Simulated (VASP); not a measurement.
```yaml
crystal:
  lattice:
    - [0.00000, 1.80916, 1.80916]
    - [1.80916, 0.00000, 1.80916]
    - [1.80916, 1.80916, 0.00000]
  atoms:
    - { symbol: Cu, position: [0.00000, 0.00000, 0.00000] }
```

Computed with MS2 meta-GGA, VASP's PBE PAW potentials (set 64) (plane waves; VASP). Run with 520 eV cut-off, 18×18×18 Γ-centred mesh, first-order Methfessel-Paxton smearing of 0.10 eV, potentials Cu.

Problem. What does the run give for the energy per atom (σ→0), pressure, band gap (on the k-mesh) with the smallest direct gap where there is one?

Solution. 
band gap (on the k-mesh): none (metal, semimetal or under 0.01 eV)
energy per atom (σ→0): -5.569 eV/atom
pressure: -8.51 GPa

The compound is Cu in the fcc structure. This cell is one point of a volume scan, at 1.06 of the reference volume.
